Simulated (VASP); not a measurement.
Consider the following.

```
CELL_PARAMETERS angstrom
      1.64192    -2.84390     0.00000
      1.64192     2.84390     0.00000
      0.00000     0.00000     5.11056
ATOMIC_POSITIONS crystal
  Sc 0.33333 0.66667 0.25000
  Sc 0.66667 0.33333 0.75000
```

Calculation: PBE GGA, VASP's PBE PAW potentials (set 64) (plane waves; VASP). Numerical set-up: 480 eV cut-off, 12×12×8 Γ-centred mesh, first-order Methfessel-Paxton smearing of 0.10 eV, potentials Sc_sv.

Q: Give the stress tensor in GPa (positive for a compressed cell).

A: 
```
1.79  0.00  0.00
0.00  1.79  0.00
0.00  0.00  1.77
```
The pressure is its mean diagonal, 1.79 GPa.

The compound is Sc in the hcp structure. This cell was strained or had an atom moved on purpose.
